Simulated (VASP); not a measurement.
A run of VASP 6.6.1:

File INCAR:

```
SYSTEM = NiMoIrPdW
PREC     = Accurate       ! precision mode
ENCUT    = 600            ! plane-wave cutoff, eV
EDIFF    = 1E-7           ! SCF threshold, eV
ISMEAR   = -1             ! smearing method
SIGMA    = 0.05           ! smearing width, eV
LREAL    = .False.        ! projectors in reciprocal space
LASPH    = .True.         ! aspherical terms in the spheres
NELM     = 120            ! most SCF steps
ALGO     = Normal         ! electronic algorithm
ISIF     = 3              ! what is computed and relaxed
LWAVE    = .False.        ! write WAVECAR
LCHARG   = .False.        ! write CHGCAR
ISPIN    = 2              ! spin polarisation
MAGMOM   = 1 1 0 0.6 0    ! initial moments
LORBIT   = 11             ! projections on sites
LMAXMIX  = 4              ! l up to which the mixer works
GGA      = PE             ! functional
IBRION   = 2              ! ionic algorithm
NSW      = 40             ! ionic steps
EDIFFG   = -0.01          ! ionic threshold
KPAR     = 4
```

The input KPOINTS:

```
Automatic mesh
0
Gamma
  8 8 5
  0 0 0
```

Contents of POSCAR:

```
NiMoIrPdW
1.0
    4.1170500000      0.0000000000      0.0000000000
   -2.0585300000      3.5654700000      0.0000000000
    0.0000000000      0.0000000000      5.4458000000
Ni Mo Pd Ir W
1 1 1 1 1
Direct
    0.0000000000      0.0000000000      0.9577500000
    0.6666700000      0.3333300000      0.9616100000
    0.6666700000      0.3333300000      0.4629500000
    0.3333300000      0.6666700000      0.7257200000
    0.3333300000      0.6666700000      0.2364200000
```

Potentials or basis: VASP PAW PBE potentials, release 64 (Ni, Mo_sv, Pd, Ir, W_sv).

The run is started by

```console
$ cat potpaw_PBE.64/Ni/POTCAR potpaw_PBE.64/Mo_sv/POTCAR potpaw_PBE.64/Pd/POTCAR potpaw_PBE.64/Ir/POTCAR potpaw_PBE.64/W_sv/POTCAR > POTCAR
$ mpirun -np 4 vasp_std > vasp.out
```

Hardware: 4 MPI ranks on Intel(R) Xeon(R) 6975P-C (Granite Rapids), with other jobs on the host.

Task: How long does it take, and how much memory?

Result: It took 10 min on 4 MPI ranks on Intel(R) Xeon(R) 6975P-C (Granite Rapids), on a shared host, peak memory 0.74 GiB a rank. Counts: scf iterations 59, k points 93, ion steps 6.
